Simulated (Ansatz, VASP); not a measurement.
# Two plane-wave programs on Be3Si

File INCAR:

```
PREC = Accurate ; ENCUT = 520
EDIFF = 1E-6 ; ISMEAR = 0
SIGMA = 0.1 ; LREAL = F
LASPH = T ; NELM = 100
ALGO = Normal ; ISIF = 2
LWAVE = F ; LCHARG = F
GGA = PE ; NBANDS = 13
```

The input KPOINTS:

```
Automatic mesh
0
Gamma
  18 18 18
```

Contents of POSCAR:

```
Be3Si
1.0
   -1.7371360267      1.7371360267      3.1784132218
    1.7371360267     -1.7371360267      3.1784132218
    1.7371360267      1.7371360267     -3.1784132218
Be Si
3 1
Direct
    0.7500000000      0.2500000000      0.5000000000
    0.2500000000      0.7500000000      0.5000000000
    0.5000000000      0.5000000000      0.0000000000
    0.0000000000      0.0000000000      0.0000000000
```

Input for Ansatz:

```yaml
crystal:
  lattice:
    - [-1.7371360267, 1.7371360267, 3.1784132218]
    - [1.7371360267, -1.7371360267, 3.1784132218]
    - [1.7371360267, 1.7371360267, -3.1784132218]
  atoms:
    - { symbol: Be, position: [0.75, 0.25, 0.5] }
    - { symbol: Be, position: [0.25, 0.75, 0.5] }
    - { symbol: Be, position: [0.5, 0.5, 0.0] }
    - { symbol: Si, position: [0.0, 0.0, 0.0] }
basis:
  ecutwfc: 420
kpoints:
  mp_grid: { grid: [18, 18, 18] }
hamiltonian:
  xc: pbe
scf:
  occupations: { method: gaussian, width: 0.1 }
output:
  forces: true
  stress: true
  eigenvalues: true
```

Alike in both runs: task single point; functional PBE; k mesh 18 × 18 × 18; occupations gaussian, width 0.1 eV; no spin polarisation.

|  | VASP | Ansatz |
| --- | --- | --- |
| version | VASP 6.6.1 | Ansatz 0.2.0 |
| potentials or method | VASP PAW PBE potentials, release 64 (Be, Si) | scalar-relativistic, plane waves, PAW |
| plane-wave cutoff (eV) | 520 | 420 |
| valence electrons in the cell | 10 | 10 |

|  | VASP | Ansatz | Ansatz less VASP |
| --- | --- | --- | --- |
| gap on the k mesh at the Fermi level (eV) | none | none | - |
| pressure (GPa) | 3.6 | 3.6 | -0.04 |
| largest component of the traceless stress (GPa) | 13.04 | 13.03 | -0.001 |

A gap of «none» marks a metal or a gap that the smearing closes. With one functional, cell and mesh, what is left measures potentials, basis and numerics.
